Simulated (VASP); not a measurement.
A convergence study with VASP on Bi: one setting is varied, all else stays as given below, so the limit is that of these other settings.

```xyz
6
Lattice="4.5273 0.0000 0.0000 -2.2636 3.9207 0.0000 0.0000 0.0000 23.4563" Properties=species:S:1:pos:R:3 pbc="T T T"
Bi     0.0000     0.0000     8.5892
Bi     2.2636     1.3069     7.0000
Bi     2.2636     1.3069    12.5227
Bi     0.0000     2.6138    10.9336
Bi     0.0000     2.6138    16.4563
Bi     0.0000     0.0000    14.8671
```

Method: PBEsol GGA, VASP's PBE PAW potentials (set 64) (plane waves; VASP). The tightest run used: 600 eV cut-off, 8×8×1 Γ-centred mesh, Gaussian smearing of 0.10 eV, potentials Bi_d.

```csv
setting,E (eV/atom),largest force (eV/Å),plane waves
ENCUT = 150,2.0577,0.721,1781
ENCUT = 180,-3.4617,0.084,2321
ENCUT = 210,-4.1392,0.099,2923
```

These are the cheaper rows. Estimate the results at ENCUT = 600, and how far the last row shown lies from them.

| quantity | tightest run | last row shown is off by |
|---|---|---|
| E (eV/atom) | -4.2000 | 0.0608 |
| largest force (eV/Å) | 0.098 | 0.001 |

Left out are rungs that failed or repeat a setting and relaxations that didn't move; long series are thinned to 24 rows.

The cell is a sheet or thin cut with vacuum, built from a generated structure.
